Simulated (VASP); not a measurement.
VASP runs on BRh3 (space group Fm-3m) share one base input (PBE GGA, plane waves, VASP's PBE PAW potentials (set 64)) and change the settings named in each case.

### KPOINTS
```
Automatic
0
Gamma
  6 6 6
0 0 0
```

INCAR:
```
SYSTEM = BRh3
PREC = Accurate
ENCUT = 400
EDIFF = 1E-6
NELM = 100
ALGO = Normal
LREAL = .FALSE.
LASPH = .TRUE.
ISMEAR = 0
SIGMA = 0.1
GGA = PE
LMAXMIX = 4
LWAVE = .FALSE.
LCHARG = .FALSE.
ISIF = 2
```

### POSCAR
```
BRh3
1.0
  0.0000000000   3.0335860000   3.0335860000
  3.0335860000   0.0000000000   3.0335860000
  3.0335860000   3.0335860000   0.0000000000
B Rh
1 3
Cartesian
  0.0000000000   0.0000000000   0.0000000000
  3.0335860000   3.0335860000   3.0335860000
  1.5167930000   1.5167930000   1.5167930000
  4.5503790000   4.5503790000   4.5503790000
```

POTCAR, in this order: B Rh_pv (PBE.64 set). Program: vasp_std.

```json
[
 {"change": "base run", "E(σ→0) (eV/atom)": "-6.5340", "pressure (GPa)": "-19.86", "−TS (eV)": "-0.0422"},
 {"change": "GGA = PS", "E(σ→0) (eV/atom)": "-7.2057", "pressure (GPa)": "-27.51", "−TS (eV)": "-0.0440"},
 {"change": "GGA_COMPAT = .FALSE., LNONCOLLINEAR = .TRUE., LSORBIT = .TRUE., MAGMOM = 0.0 0.0 0.0 0.0 0.0 0.0 0.0 0.0 0.0 0.0 0.0 0.0, program vasp_ncl", "E(σ→0) (eV/atom)": "-6.6543", "pressure (GPa)": "-19.56", "−TS (eV)": "-0.0442"},
 {"change": "KPOINTS 2×2×2 Γ-centred mesh", "E(σ→0) (eV/atom)": "-6.2050", "pressure (GPa)": "-17.31", "−TS (eV)": "-0.0910"}
]
```
 Energies of different potentials or functionals have different zeros.  At 400 eV the pressure can carry a Pulay error.

Left out are runs that ran out of time, are held back, or changed the cell or the kind of run, fixed moments of cells without a moment, rows past the twelfth, gaps on odd meshes, pressures of charged cells and columns that move by less than the noise.

The structure was generated: BRh3 was put into an ordered model structure, which need not be its known phase. The cell was not relaxed at this level, its lattice was scaled by up to 2.5 %.
